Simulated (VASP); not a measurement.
An input for Ansatz (written as the equivalent of a VASP run, and not itself run):

Ansatz 0.2 input:
```yaml
crystal:
  lattice:
    - [0.0000000, 2.8168628, 2.8168628]
    - [2.8168628, 0.0000000, 2.8168628]
    - [2.8168628, 2.8168628, 0.0000000]
  atoms:
    - { symbol: In, position: [0.0000000, 0.0000000, 0.0000000] }
    - { symbol: As, position: [0.2500000, 0.2500000, 0.2500000] }
kpoints:
  mp_grid: { grid: [8, 8, 8] }
hamiltonian:
  xc: lda
  pseudopotentials: { kind: paw }
scf:
  occupations: { method: gaussian, width: 0.05 }
  max_iter: 100
relax:
  max_steps: 40
  f_tol: 0.02
  cell: { p_target: 30 }
output: { forces: true, stress: true, eigenvalues: true }
```

Question: Translate this input to VASP (INCAR, KPOINTS, POSCAR, choice of POTCAR).

Answer: One answer among several that fit: 
**POSCAR**
```
InAs
1
    0.0000000000     2.8168628232     2.8168628232
    2.8168628232     0.0000000000     2.8168628232
    2.8168628232     2.8168628232     0.0000000000
In As
1 1
Direct
  0.0000000000   0.0000000000   0.0000000000
  0.2500000000   0.2500000000   0.2500000000
```

**INCAR**
```
ALGO=Normal
EDIFF=1E-6
EDIFFG=-0.02
ENCUT=500
IBRION=2
ISIF=3
ISMEAR=0
LASPH=.TRUE.
LCHARG=.FALSE.
LMAXMIX=4
LREAL=.FALSE.
LWAVE=.FALSE.
NELM=100
NSW=40
PREC=Accurate
PSTRESS=300
SIGMA=0.05
SYSTEM=InAs
```

**KPOINTS**
```
Automatic mesh
0
Gamma
8 8 8
0 0 0
```

POTCAR, in this order: In_d As (LDA.64 set). Program: vasp_std.

Limits of the translation: each code has its own PAW files, so the cut-off isn't converted (ENCUT is set for VASP's; basis.ecutwfc is left out, and Ansatz then takes the one that its files recommend); Ansatz stops its SCF on the density residual and VASP on the energy change (EDIFF); Ansatz's lda is the Perdew-Wang form, while the LDA potentials of VASP carry Perdew-Zunger's.

The compound is InAs in the zinc blende structure. This run relaxes it under an external pressure of 30 GPa. Symmetry was kept, so distortions that lower it aren't found.
